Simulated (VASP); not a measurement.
Data:

```
SrCl2
1.0
    0.00000     3.59247     3.59247
    3.59247     0.00000     3.59247
    3.59247     3.59247     0.00000
Sr Cl
1 2
Direct
  0.00000   0.00000   0.00000
  0.25000   0.25000   0.25000
  0.75000   0.75000   0.75000
```

Method: RPBE GGA, VASP's PBE PAW potentials (set 64) (plane waves; VASP). Run with 520 eV cut-off, Gaussian smearing of 0.050 eV, potentials Sr_sv Cl.

Task: Give the energies of bands 7 to 15 at the high-symmetry points, in eV from the valence-band maximum.

Result: 
```
band      Γ      X      U      L      W
----  -----  -----  -----  -----  -----
7     -1.80  -2.35  -2.19  -1.30  -2.12
8     -1.80  -1.64  -1.65  -1.30  -1.92
9     -1.80  -1.64  -1.50  -1.30  -1.05
10    -0.30  -0.33  -0.59  -1.13  -1.05
11    -0.30  -0.33  -0.46  -0.92  -0.26
12    -0.30   0.00  -0.09  -0.92  -0.09
13     5.33   5.75   6.13   6.76   6.38
14     6.26   6.91   7.01   6.76   7.02
15     6.26   7.50   7.27   7.29   7.10
```

The gap is indirect, 5.33 eV, from the valence maximum at X to the conduction minimum at Γ.

Measured: gap 7.50 eV (computed value off by -2.17 eV), as given by Andrés Aguado et al., Journal of the Physical Society of Japan (1999), arXiv:cond-mat/9901145.

The compound is SrCl2 in the fluorite structure. It was relaxed first, which changed the volume by +9 %.
